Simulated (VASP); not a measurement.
Given:

```yaml
crystal:
  lattice:
    - [2.65305, 0.00000, 0.00000]
    - [-1.32652, 2.29761, 0.00000]
    - [0.00000, 0.00000, 16.52821]
  atoms:
    - { symbol: Ir, position: [0.66667, 0.33333, 0.50000] }
    - { symbol: O, position: [0.33333, 0.66667, 0.42352] }
    - { symbol: O, position: [0.33333, 0.66667, 0.57648] }
```

Calculation: PBE GGA, VASP's PBE PAW potentials (set 64) (plane waves; VASP 6.6.1). Settings: 400 eV cut-off, 14×14×1 Γ-centred mesh, Gaussian smearing of 0.050 eV, potentials Ir O.

The cell holds a wide vacuum, so values per volume refer to the whole cell. Unless said otherwise, spin-orbit coupling is left out, though it shifts the bands of the heavy elements here.

### Question
What does the run give for the energy per atom (σ→0), band gap (on the k-mesh) with the smallest direct gap where there is one?

### Answer

```json
{
 "band gap (on the k-mesh)": "none (metal, semimetal or under 0.01 eV)",
 "energy per atom (σ→0)": "-5.506 eV/atom"
}
```

The cell is a sheet with vacuum, built from a generated structure.
